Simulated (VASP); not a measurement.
Computed with LDA (Ceperley-Alder, Perdew-Zunger), VASP's LDA PAW potentials (set 64) (plane waves; VASP).

The input files of a VASP run:

**KPOINTS**
```
K-points
0
gamma
  16 16 9
0 0 0
```

**INCAR**
```
PREC = Accurate
ISIF = 3   ! ions, shape and volume
LASPH = .True.   ! aspherical one-centre terms
SYSTEM = Os
EDIFFG = -0.02   ! ionic stop
LMAXMIX = 6
ISMEAR = 1   ! Methfessel-Paxton
NELM = 100   ! most electronic steps
ALGO = Normal   ! blocked Davidson
LWAVE = .False.
NSW = 40   ! most ionic steps
ENCUT = 500
LCHARG = .False.
LREAL = .False.
SIGMA = 0.1   ! width (eV)
IBRION = 2
EDIFF = 1E-6   ! SCF stop (eV)
PSTRESS = 300
```

POSCAR:
```
Os
1.0
  1.3400352176  -2.3210086846   0.0000000000
  1.3400352176   2.3210086846   0.0000000000
  0.0000000000   0.0000000000   4.2397391505
Os
2
Direct
  0.3333330000   0.6666670000   0.2500000000
  0.6666670000   0.3333330000   0.7500000000
```

POTCAR, in this order: Os (LDA.64 set). Program: vasp_std.

What VASP printed:

File OSZICAR:
```
       N       E                     dE             d eps       ncg     rms          rms(c)
DAV:   1     0.974831443108E+02    0.97483E+02   -0.76950E+03  3608   0.125E+03
DAV:   2    -0.202990064003E+02   -0.11778E+03   -0.10646E+03  3896   0.388E+02
DAV:   3    -0.266438351744E+02   -0.63448E+01   -0.58898E+01  4288   0.757E+01
DAV:   4    -0.267786913079E+02   -0.13486E+00   -0.13370E+00  3868   0.105E+01
DAV:   5    -0.267800755169E+02   -0.13842E-02   -0.13841E-02  4140   0.904E-01    0.373E+01
DAV:   6    -0.256080409770E+02    0.11720E+01   -0.11810E+00  3868   0.102E+01    0.174E+01
DAV:   7    -0.252563524723E+02    0.35169E+00   -0.82455E-01  4044   0.836E+00    0.906E-01
DAV:   8    -0.252480451168E+02    0.83074E-02   -0.86962E-03  3656   0.805E-01    0.375E-01
DAV:   9    -0.252462838380E+02    0.17613E-02   -0.17975E-03  3904   0.479E-01    0.590E-02
DAV:  10    -0.252462961217E+02   -0.12284E-04   -0.25915E-05  4132   0.441E-02    0.107E-02
DAV:  11    -0.252462882218E+02    0.78999E-05   -0.24306E-06  3072   0.208E-02    0.228E-03
DAV:  12    -0.252462881657E+02    0.56092E-07   -0.19449E-07  1904   0.413E-03
   1 F= -.20308041E+02 E0= -.20308093E+02  d E =-.203080E+02
       N       E                     dE             d eps       ncg     rms          rms(c)
DAV:   1    -0.247940274134E+02    0.45226E+00   -0.22047E+01  3600   0.432E+01    0.191E+01
DAV:   2    -0.242587675289E+02    0.53526E+00   -0.49822E-01  3748   0.799E+00    0.819E+00
DAV:   3    -0.241214592118E+02    0.13731E+00   -0.35983E-01  4144   0.645E+00    0.105E+00
DAV:   4    -0.241244790186E+02   -0.30198E-02   -0.52599E-03  3616   0.563E-01    0.230E-01
DAV:   5    -0.241258000232E+02   -0.13210E-02   -0.19590E-03  4168   0.445E-01    0.146E-01
DAV:   6    -0.241259996560E+02   -0.19963E-03   -0.21817E-04  3648   0.135E-01    0.232E-02
DAV:   7    -0.241259996968E+02   -0.40798E-07   -0.45021E-06  3928   0.243E-02
   2 F= -.19752962E+02 E0= -.19753019E+02  d E =0.555080E+00
       N       E                     dE             d eps       ncg     rms          rms(c)
DAV:   1    -0.256766530777E+02   -0.15507E+01   -0.15961E+01  3608   0.355E+01    0.156E+01
DAV:   2    -0.252708511180E+02    0.40580E+00   -0.40599E-01  3708   0.681E+00    0.682E+00
DAV:   3    -0.251775349957E+02    0.93316E-01   -0.28889E-01  4180   0.542E+00    0.500E-01
DAV:   4    -0.251794762196E+02   -0.19412E-02   -0.75800E-03  3624   0.657E-01    0.280E-01
DAV:   5    -0.251797411919E+02   -0.26497E-03   -0.68226E-04  4296   0.255E-01    0.383E-02
DAV:   6    -0.251798014106E+02   -0.60219E-04   -0.45071E-05  3628   0.654E-02    0.126E-02
DAV:   7    -0.251798024454E+02   -0.10348E-05   -0.87815E-07  2272   0.128E-02    0.319E-03
DAV:   8    -0.251798024676E+02   -0.22242E-07   -0.97621E-08  1824   0.446E-03
   3 F= -.20322465E+02 E0= -.20322503E+02  d E =-.144231E-01
       N       E                     dE             d eps       ncg     rms          rms(c)
DAV:   1    -0.251758998134E+02    0.39026E-02   -0.10174E-03  3608   0.282E-01    0.118E-01
DAV:   2    -0.251758724267E+02    0.27387E-04   -0.27834E-05  3708   0.548E-02    0.489E-02
DAV:   3    -0.251758663798E+02    0.60469E-05   -0.18468E-05  4176   0.438E-02    0.518E-03
DAV:   4    -0.251758665308E+02   -0.15103E-06   -0.34833E-07  1828   0.454E-03
   4 F= -.20322506E+02 E0= -.20322544E+02  d E =-.144646E-01
       N       E                     dE             d eps       ncg     rms          rms(c)
DAV:   1    -0.251741829022E+02    0.16835E-02   -0.18268E-04  3604   0.120E-01    0.493E-02
DAV:   2    -0.251741779475E+02    0.49547E-05   -0.50281E-06  3652   0.234E-02    0.201E-02
DAV:   3    -0.251741768629E+02    0.10846E-05   -0.29981E-06  2432   0.186E-02    0.453E-03
DAV:   4    -0.251741768979E+02   -0.35068E-07   -0.26952E-07  1812   0.650E-03
   5 F= -.20322504E+02 E0= -.20322542E+02  d E =-.144627E-01
       N       E                     dE             d eps       ncg     rms          rms(c)
DAV:   1    -0.251805768421E+02   -0.64000E-02   -0.13809E-02  3648   0.104E+00    0.191E-01
DAV:   2    -0.251804132255E+02    0.16362E-03   -0.16262E-04  4340   0.170E-01    0.886E-02
DAV:   3    -0.251803644629E+02    0.48763E-04   -0.11246E-04  3900   0.101E-01    0.157E-02
DAV:   4    -0.251803649877E+02   -0.52484E-06   -0.48110E-06  3524   0.255E-02
   6 F= -.20322401E+02 E0= -.20322429E+02  d E =0.103399E-03
       N       E                     dE             d eps       ncg     rms          rms(c)
DAV:   1    -0.251761294939E+02    0.42350E-02   -0.70139E-03  3648   0.741E-01    0.137E-01
DAV:   2    -0.251760466430E+02    0.82851E-04   -0.82941E-05  4332   0.122E-01    0.632E-02
DAV:   3    -0.251760218690E+02    0.24774E-04   -0.56732E-05  3908   0.721E-02    0.111E-02
DAV:   4    -0.251760221329E+02   -0.26387E-06   -0.23839E-06  2860   0.181E-02
   7 F= -.20322524E+02 E0= -.20322558E+02  d E =-.198564E-04
```

OUTCAR:
```
------------------------ aborting loop because EDIFF is reached ----------------------------------------
  FORCE on cell =-STRESS in cart. coord.  units (eV):
  Direction    XX          YY          ZZ          XY          YZ          ZX
  --------------------------------------------------------------------------------------
  Total        4.8351391      4.8351373      4.8442617      0.0000000     -0.0000000      0.0000000
  in kB      298.8652042    298.8650939    299.4290857      0.0000000     -0.0000000      0.0000000
  external PRESSURE =      -0.9468720 kB  Pullay stress =     300.0000000 kB
  volume of cell :       25.92
      direct lattice vectors                 reciprocal lattice vectors
     1.332090857 -2.307248619 -0.000000000     0.375349772 -0.216708332 -0.000000000
     1.332090857  2.307248619 -0.000000000     0.375349772  0.216708332 -0.000000000
     0.000000000 -0.000000000  4.216828711     0.000000000 -0.000000000  0.237145037
 POSITION                                       TOTAL-FORCE (eV/Angst)
 -----------------------------------------------------------------------------------
      1.33209      0.76908      1.05421         0.000000      0.000000      0.000000
      1.33209     -0.76908      3.16262        -0.000000     -0.000000      0.000000
 -----------------------------------------------------------------------------------
    total drift:                               -0.000000      0.000016     -0.000020
  FREE ENERGIE OF THE ION-ELECTRON SYSTEM (eV)
  ---------------------------------------------------
  free  energy   TOTEN  =       -25.1760221329 eV

  energy  without entropy=      -25.1761247411  energy(sigma->0) =      -25.17605634
  enthalpy is  TOTEN    =       -20.3225239612 eV   P V=        4.8534981717

 reached required accuracy - stopping structural energy minimisation
```
(Selected blocks of OUTCAR.)

CONTCAR:
```
Os
   1.00000000000000
     1.3320908570991070   -2.3072486189448882   -0.0000000000000000
     1.3320908570991070    2.3072486189448882   -0.0000000000000000
     0.0000000000000000   -0.0000000000000000    4.2168287109041671
  Os
     2
Direct
     0.3333330000000032    0.6666669999999968    0.2500000000000000
     0.6666669999999968    0.3333330000000032    0.7500000000000000
```

### OUTCAR
```
 val. band max:       10.6318232779   @ k =   0.3125  -0.0000   0.0000

 cond. band min:      10.6453188032   @ k =   0.4375  -0.0000   0.4444


 Fermi energy:        10.6393318316

 k-point     1 :       0.0000    0.0000    0.0000
  band No.  band energies     occupation
      1      -0.9510      2.00000
      2       2.0879      2.00000
      3       7.1719      2.00000
      4       7.1720      2.00000
      5       7.4350      2.00000
      6       8.1188      2.00000
      7       8.1188      2.00000
      8       8.8770      2.00000
      9       8.8770      2.00000
     10      10.7749     -0.06655
     11      12.4943     -0.00000
     12      12.4943     -0.00000

 k-point     2 :       0.0625   -0.0000    0.0000
  band No.  band energies     occupation
      1      -0.7771      2.00000
      2       2.2433      2.00000
      3       6.7921      2.00000
      4       7.3276      2.00000
      5       7.7652      2.00000
      6       8.0124      2.00000
      7       8.2651      2.00000
      8       8.6553      2.00000
      9       8.7476      2.00000
     10       9.9668      2.00000
     11      12.5881     -0.00000
     12      13.5601      0.00000

 k-point     3 :       0.1250   -0.0000    0.0000
  band No.  band energies     occupation
      1      -0.2760      2.00000
      2       2.6665      2.00000
      3       6.2629      2.00000
      4       7.6968      2.00000
      5       7.7869      2.00000
      6       7.8076      2.00000
      7       8.2755      2.00000
      8       8.4161      2.00000
      9       8.6956      2.00000
     10       9.2206      2.00000
     11      12.8159      0.00000
     12      15.2759      0.00000

 k-point     4 :       0.1875    0.0000    0.0000
  band No.  band energies     occupation
      1       0.4846      2.00000
      2       3.1870      2.00000
      3       5.8284      2.00000
      4       6.6381      2.00000
      5       7.3699      2.00000
      6       7.9907      2.00000
...
```

Unless said otherwise, spin-orbit coupling is left out, though it shifts the bands of the heavy elements here.

The compound is Os in the hcp structure. This run relaxes it under an external pressure of 30 GPa. Symmetry was kept, so distortions that lower it aren't found.
